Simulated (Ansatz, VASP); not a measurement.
# Cross-check of Zr (Zirconium) between VASP and Ansatz, part 2 of 2

Aim: how closely do two programs agree when they are given the same cell, functional and k mesh? The cell is taken from a series of runs on this material, whose earlier steps may have relaxed, scaled, displaced or heated it; both programs get it as it stands.

VASP 6.6.1 and Ansatz 0.2.0.

So far: The starting structure; Ansatz: zone-centre phonons, LDA, pair 1; VASP: zone-centre phonons, LDA, pair 1; Comparison.

### Step 5. VASP: zone-centre phonons, LDA, pair 2

Level of this step: LDA; plane waves and PAW (Zr_sv) (VASP).

Second derivatives magnify differences that forces hide, and they need a tight electronic threshold. The cell compared in this pair holds 44.05 Å³, against 43.89 Å³ for the pair before.

INCAR reads:

```
SYSTEM = Zr
PREC = Accurate
ENCUT = 500
EDIFF = 1E-08
NELM = 120
ISMEAR = 1
SIGMA = 0.2
LREAL = .FALSE.
ALGO = Normal
GGA = CA
NBANDS = 18
LASPH = .TRUE.
LORBIT = 11
LWAVE = .FALSE.
LCHARG = .FALSE.
ISIF = 2
IBRION = 8
GGA_COMPAT = .FALSE.
KPAR = 2
```

POSCAR reads:

```
Zr
1.0
    3.1744529802      0.0000000000      0.0000000000
   -1.5872264901      2.7491569240      0.0000000000
    0.0000000000      0.0000000000      5.0474845519
Zr
2
Direct
    0.3333333333      0.6666666667      0.2500000000
    0.6666666667      0.3333333333      0.7500000000
```

KPOINTS reads:

```
Automatic mesh
0
Gamma
15 15 8
0 0 0
```

PAW data sets: Zr_sv (LDA family, release 64).

Launch:

```
$ mpirun -np 2 vasp_std
```

Numbers of over 12 decimals in the logs are rounded to 6 here.

The program printed:

```text
[... set-up lines as in an earlier step ...]
 entering main loop
       N       E                     dE             d eps       ncg     rms          rms(c)
DAV:   1     0.210609502828E+03    0.21061E+03   -0.13241E+04  4860   0.130E+03
DAV:   2    -0.400144010797E+01   -0.21461E+03   -0.21110E+03  5724   0.379E+02
DAV:   3    -0.189181879274E+02   -0.14917E+02   -0.14770E+02  8752   0.732E+01
DAV:   4    -0.192827854370E+02   -0.36460E+00   -0.36415E+00  5714   0.118E+01
[...]
DAV:  11    -0.185797068263E+02   -0.95386E-06   -0.82660E-06  5394   0.338E-02    0.224E-03
DAV:  12    -0.185797067751E+02    0.51266E-07   -0.31698E-07  6594   0.386E-03    0.185E-03
DAV:  13    -0.185797067825E+02   -0.74342E-08   -0.29858E-08  4592   0.117E-03
   1 F= -.18579707E+02 E0= -.18580128E+02  d E =0.126358E-02
 Linear response reoptimize wavefunctions to high precision
DAV:   1    -0.185797067848E+02   -0.23165E-08   -0.33478E-09  3442   0.646E-04
DAV:   2    -0.185797067849E+02   -0.56843E-10   -0.50463E-10  2914   0.184E-04
 Linear response DOF=           2
 Linear response progress:
[...]
RMM:  18    -0.612017911909E+00    0.23738E-07   -0.64932E-07 53238   0.682E-04    0.607E-05
RMM:  19    -0.612017909081E+00    0.28274E-08   -0.51665E-07 51636   0.607E-04    0.648E-05
RMM:  20    -0.612017991149E+00   -0.82068E-07   -0.41974E-07 46285   0.553E-04    0.610E-05
 first order change of Fermi-energy   0.16678E-04
 force on displaced ion       1 direction 1 :  -0.500  -0.000   0.000
 Linear response progress:
  Degree of freedom:   2/  2
       N       E                     dE             d eps       ncg     rms          rms(c)
RMM:   1    -0.772540852739E+00   -0.77254E+00    0.29961E+00  7542   0.136E+01
RMM:   2    -0.723716741391E+00    0.48824E-01   -0.26927E-01 11152   0.279E+00    0.247E-01
RMM:   3    -0.727049475962E+00   -0.33327E-02   -0.45194E-02 13666   0.990E-01    0.839E-02
RMM:   4    -0.729735078601E+00   -0.26856E-02   -0.55296E-03 15398   0.357E-01    0.324E-02
[...]
RMM:  17    -0.729937568784E+00    0.55045E-08   -0.95573E-06 16701   0.834E-04    0.604E-05
RMM:  18    -0.729937308169E+00    0.26062E-06   -0.66182E-06 17119   0.713E-04    0.693E-05
RMM:  19    -0.729937189617E+00    0.11855E-06   -0.46233E-06 15567   0.634E-04    0.615E-05
 first order change of Fermi-energy  -0.13680E-03
 force on displaced ion       1 direction 3 :   0.000  -0.000  -4.803
 Linear response finished
```

Parts of OUTCAR (step 5):

```text
  Total       -0.3751011     -0.3751011      0.0286460      0.0000000     -0.0000000      0.0000000
  in kB      -13.6431750    -13.6431750      1.0419134      0.0000000     -0.0000000      0.0000000
  external PRESSURE =      -8.7481455 kB  Pullay stress =       0.0000000 kB

 POSITION                                       TOTAL-FORCE (eV/Angst)
 -----------------------------------------------------------------------------------
     -0.00000      1.83277      1.26187         0.000000      0.000000      0.000000
      1.58723      0.91639      3.78561        -0.000000     -0.000000      0.000000
 -----------------------------------------------------------------------------------
    total drift:                               -0.000000      0.000000     -0.000000

[... 1 part as in an earlier step ...]

[... 1 further part left out ...]
```

### Step 6. Ansatz: zone-centre phonons, LDA, pair 2

The same cell, functional (in two slightly different forms), mesh and smearing now go to Ansatz, which takes its cutoff from its data sets.

The cell is taken from a series of runs on this material, whose earlier steps may have relaxed, scaled, displaced or heated it; both programs get it as it stands.

input.yaml reads:

```yaml
crystal:
  lattice:
    - [3.1744529802, 0.0, 0.0]
    - [-1.5872264901, 2.749156924, 0.0]
    - [0.0, 0.0, 5.0474845519]
  atoms:
    - { symbol: Zr, position: [0.3333333333, 0.6666666667, 0.25] }
    - { symbol: Zr, position: [0.6666666667, 0.3333333333, 0.75] }
kpoints:
  mp_grid: { grid: [15, 15, 8] }
hamiltonian:
  xc: lda
  pseudopotentials: { kind: paw, azcp: { folder: soft_1 }, xc_functional: pbe }
scf:
  occupations: { method: methfessel_paxton, width: 0.2 }
output:
  eigenvalues: true
phonons:
  method: dfpt
```

Launch:

```
$ ansatz run input.yaml --threads 4 --pin off --max-ram 10240MiB --backend cpu --events-out ev --progress --plain --runs-dir out
```

The program printed:

```text
[...]
Crystal: 2 atoms, lattice volume = 44.050 Å³
Basis set: ecut = 420 eV, 857 PW (Γ), exchange–correlation on 48×48×72 points (8 copies of the dense FFT grid, shifted against one another)
Bands: 16, of which v1, the nominal top of the filled ones, is band 12 counted from 1 (11 counted from 0)
Symmetry: 24 space group operations
k-points: 320 of 1800 (irreducible under 4 space group operations, time reversal used)
[...]
k-point 2: bands = [... 8 lower, 9.4264, 11.3980, 15.2381, 15.2544, 15.2687, 15.2687, 15.8425, 15.8425, ... 4 higher]
  k-point 319: bands = [... 8 lower, 12.2490, 12.2490, 13.9492, 13.9492, 14.6757, 14.6757, 16.4986, 16.4986, ... 4 higher]
[...]
ASR residual: 1.849e-5 → 0.000e0 eV/Å²; symmetrization residual: 1.705e-13 eV/Å²
  ASR residual per site (eV/Å²): 1.85e-5 1.85e-5
  Γ frequencies (cm⁻¹): 0.00 0.00 0.00 55.05 55.05 168.35
[...]
[key lines of the parts left out:]
SCF converged after 8 iterations
Free energy (F): -8154.964851 eV
Fermi energy:    14.648065 eV
```

### Step 7. Comparison

Both answers:

```
                  quantity  Ansatz   VASP  difference
optical mode 1 to 2 (cm⁻¹)    55.0   54.6     +0.80 %
     optical mode 3 (cm⁻¹)   168.3  169.2     -0.52 %
```

Modes are paired by rising frequency, not by their patterns, so a pair may set unlike modes beside each other; they are those without the splitting of longitudinal modes.

### Step 8. Outcome

| Property | Result |
| --- | --- |
| r.m.s. difference of the optical zone-centre modes, each program's sorted by frequency (zone-centre phonons, LDA, pair 1) | 1.2 cm⁻¹ |
| difference in optical mode 3 (zone-centre phonons, LDA, pair 1) | -1.1 % |
| r.m.s. difference of the optical zone-centre modes, each program's sorted by frequency (zone-centre phonons, LDA, pair 2) | 0.62 cm⁻¹ |
| difference in optical mode 1 to 2 (zone-centre phonons, LDA, pair 2) | +0.8 % |

What this shows: The r.m.s. difference of the optical zone-centre modes, each program's sorted by frequency is 1.2 cm⁻¹ (zone-centre phonons, LDA, pair 1). Among the rows given in per cent, the largest difference of the zone-centre phonons, LDA, pair 1 pair is in optical mode 3, -1.1 %. Among the rows given in per cent, the largest difference of the zone-centre phonons, LDA, pair 2 pair is in optical mode 1 to 2, +0.8 %. How closely two codes agree says nothing of how well the functional describes the real material.

[Lines on the potential files, build, host, timing and source positions are cut from VASP's logs without a mark.]

[Logs are printed without paths, hosts, clocks, repeated set-up lines and the standing remarks that a program may print on its own settings, such as how far it seeks lower states.]

[Hosts, paths, dates, database ids (printed as entryN), source tags and the programs' standing remarks are cut or masked in the printed files.]
